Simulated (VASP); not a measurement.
```yaml
crystal:
  lattice:
    - [7.24888, 0.00000, 0.00000]
    - [0.00000, 7.24888, 0.00000]
    - [0.00000, 0.00000, 7.24888]
  atoms:
    - { symbol: B, position: [0.50010, 0.99966, 0.99967] }
    - { symbol: B, position: [0.75038, 0.24927, 0.99878] }
    - { symbol: B, position: [0.75035, 0.99863, 0.24944] }
    - { symbol: B, position: [0.00007, 0.99949, 0.99966] }
    - { symbol: B, position: [0.24979, 0.24925, 0.00072] }
    - { symbol: B, position: [0.50011, 0.49952, 0.99974] }
    - { symbol: B, position: [0.75037, 0.74986, 0.00068] }
    - { symbol: B, position: [0.24975, 0.00063, 0.24940] }
    - { symbol: B, position: [0.50489, 0.24654, 0.24672] }
    - { symbol: B, position: [0.75314, 0.49479, 0.24670] }
    - { symbol: B, position: [0.50011, 0.99955, 0.49967] }
    - { symbol: B, position: [0.75310, 0.24661, 0.49497] }
    - { symbol: B, position: [0.75036, 0.00060, 0.74995] }
    - { symbol: B, position: [0.00004, 0.49956, 0.99969] }
    - { symbol: B, position: [0.24978, 0.74986, 0.99866] }
    - { symbol: B, position: [0.00105, 0.24931, 0.24944] }
    - { symbol: B, position: [0.24691, 0.50446, 0.24654] }
    - { symbol: B, position: [0.49517, 0.75275, 0.24646] }
    - { symbol: B, position: [0.00005, 0.99965, 0.49970] }
    - { symbol: B, position: [0.24710, 0.24655, 0.50457] }
    - { symbol: B, position: [0.75314, 0.75261, 0.50457] }
    - { symbol: B, position: [0.24988, 0.99861, 0.74994] }
    - { symbol: B, position: [0.49531, 0.24656, 0.75274] }
    - { symbol: B, position: [0.75316, 0.50441, 0.75281] }
    - { symbol: B, position: [0.99903, 0.74987, 0.24944] }
    - { symbol: B, position: [0.00013, 0.49955, 0.49975] }
    - { symbol: B, position: [0.24696, 0.75270, 0.49478] }
    - { symbol: B, position: [0.99913, 0.24927, 0.75004] }
    - { symbol: B, position: [0.24710, 0.49469, 0.75282] }
    - { symbol: B, position: [0.50493, 0.75261, 0.75283] }
    - { symbol: B, position: [0.00111, 0.74983, 0.74991] }
    - { symbol: N, position: [0.62531, 0.12109, 0.12122] }
    - { symbol: N, position: [0.87860, 0.37433, 0.12121] }
    - { symbol: N, position: [0.87858, 0.12114, 0.37450] }
    - { symbol: N, position: [0.12507, 0.12461, 0.12475] }
    - { symbol: N, position: [0.37538, 0.37488, 0.12471] }
    - { symbol: N, position: [0.62476, 0.62428, 0.12466] }
    - { symbol: N, position: [0.87501, 0.87454, 0.12475] }
    - { symbol: N, position: [0.37539, 0.12453, 0.37502] }
    - { symbol: N, position: [0.64542, 0.35431, 0.35443] }
    - { symbol: N, position: [0.87512, 0.62425, 0.37506] }
    - { symbol: N, position: [0.62478, 0.12455, 0.62439] }
    - { symbol: N, position: [0.87515, 0.37489, 0.62446] }
    - { symbol: N, position: [0.87506, 0.12459, 0.87468] }
    - { symbol: N, position: [0.12145, 0.62483, 0.12110] }
    - { symbol: N, position: [0.37480, 0.87822, 0.12106] }
    - { symbol: N, position: [0.12507, 0.37490, 0.37502] }
    - { symbol: N, position: [0.35443, 0.64526, 0.35395] }
    - { symbol: N, position: [0.62475, 0.87459, 0.37498] }
    - { symbol: N, position: [0.12158, 0.12108, 0.62494] }
    - { symbol: N, position: [0.35475, 0.35420, 0.64512] }
    - { symbol: N, position: [0.64555, 0.64501, 0.64520] }
    - { symbol: N, position: [0.87861, 0.87814, 0.62491] }
    - { symbol: N, position: [0.37488, 0.12107, 0.87821] }
    - { symbol: N, position: [0.62483, 0.37487, 0.87480] }
    - { symbol: N, position: [0.87865, 0.62482, 0.87821] }
    - { symbol: N, position: [0.12147, 0.87820, 0.37444] }
    - { symbol: N, position: [0.12511, 0.62424, 0.62439] }
    - { symbol: N, position: [0.37543, 0.87458, 0.62435] }
    - { symbol: N, position: [0.12156, 0.37429, 0.87830] }
    - { symbol: N, position: [0.37541, 0.62422, 0.87480] }
    - { symbol: N, position: [0.62534, 0.87814, 0.87826] }
    - { symbol: N, position: [0.12515, 0.87454, 0.87458] }
    - { symbol: Mg, position: [0.49973, 0.50006, 0.49946] }
```
Cell charge -1.

Method: HSE06 screened hybrid, VASP's PBE PAW potentials (set 64) (plane waves; VASP). Settings: PREC = Normal, LREAL = Auto, ISYM = 0, NELECT = 256.0, EDIFF = 1E-5, 400 eV cut-off, 1×1×1 Γ-centred mesh, Gaussian smearing of 0.050 eV, potentials B N Mg.

The cell is charged, with a uniform compensating background. The supercell is sampled at Γ alone, which is coarse: total energies, pressure and levels can be off, energies of defects by several tenths of an eV.

Problem. Estimate the energy per atom (σ→0).

Solution. 
```yaml
energy per atom (σ→0): -9.852 eV/atom
```

The cell is a supercell with a defect, built from BN (zinc blende): Mg_B, charge -1. The cell's shape comes from a PBE relaxation. The run is not spin-polarised, so no state with unpaired spins was tried.
